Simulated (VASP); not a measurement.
The input files of a VASP run:

**POSCAR**
```
ZnF2
1
    4.2752956556    -0.0000000000     0.0000000000
   -0.0000000000     4.2752956556     0.0000000000
    0.0000000000     0.0000000000     3.0310132644
Zn F
2 4
Direct
  0.0000000000   0.0000000000   0.0000000000
  0.5000000000   0.5000000000   0.5000000000
  0.3044070742   0.3044070742   0.0000000000
  0.8044070742   0.1955929258   0.5000000000
  0.1955929258   0.8044070742   0.5000000000
  0.6955929258   0.6955929258   0.0000000000
```

### KPOINTS
```
Regular mesh
0
G
 5 5 7
0 0 0
```

**INCAR**
```
SYSTEM  =  ZnF2
PREC  =  Accurate; ENCUT  =  620; LREAL  =  .FALSE.
LASPH  =  .TRUE.
EDIFF  =  1E-6; NELM  =  100; ALGO  =  Normal
LMAXMIX  =  4
ISMEAR  =  0; SIGMA  =  0.05
GGA  =  PS
IBRION  =  2; NSW  =  40; ISIF  =  3
EDIFFG  =  -0.02; PSTRESS  =  450
LWAVE  =  .FALSE.; LCHARG  =  .FALSE.
```

POTCAR, in this order: Zn F (PBE.64 set). Program: vasp_std.

Write an equivalent input for Quantum ESPRESSO's pw.x.

One equivalent input (not run):
```
&CONTROL
  calculation = 'vc-relax'
  pseudo_dir = './pseudo'
  outdir = './out'
  tprnfor = .true.
  tstress = .true.
  nstep = 40
  forc_conv_thr = 0.00078
/
&SYSTEM
  ibrav = 0
  nat = 6
  ntyp = 2
  ecutwfc = 84
  occupations = 'smearing'
  smearing = 'gaussian'
  degauss = 0.003675
  input_dft = 'pbesol'
/
&ELECTRONS
  conv_thr = 7.3e-08
  electron_maxstep = 100
/
&IONS
/
&CELL
  press = 450
/
ATOMIC_SPECIES
  Zn 65.380 Zn.upf
  F 18.998 F.upf
CELL_PARAMETERS angstrom
     4.2752957   -0.0000000    0.0000000
    -0.0000000    4.2752957    0.0000000
     0.0000000    0.0000000    3.0310133
ATOMIC_POSITIONS crystal
  Zn   0.0000000  0.0000000  0.0000000
  Zn   0.5000000  0.5000000  0.5000000
  F    0.3044071  0.3044071  0.0000000
  F    0.8044071  0.1955929  0.5000000
  F    0.1955929  0.8044071  0.5000000
  F    0.6955929  0.6955929  0.0000000
K_POINTS automatic
  5 5 7 0 0 0
```
The two are equivalent in intent, not identical: the potentials are each code's own (VASP's PAW set, PseudoDojo norm-conserving files in pw.x), so ENCUT and ecutwfc are chosen apart and not converted; conv_thr bounds pw.x's estimated SCF error, while EDIFF bounds the energy change between steps; forc_conv_thr acts on force components and is met together with etot_conv_thr.

The compound is ZnF2 in the rutile structure. It was relaxed first under an external pressure of 45 GPa.
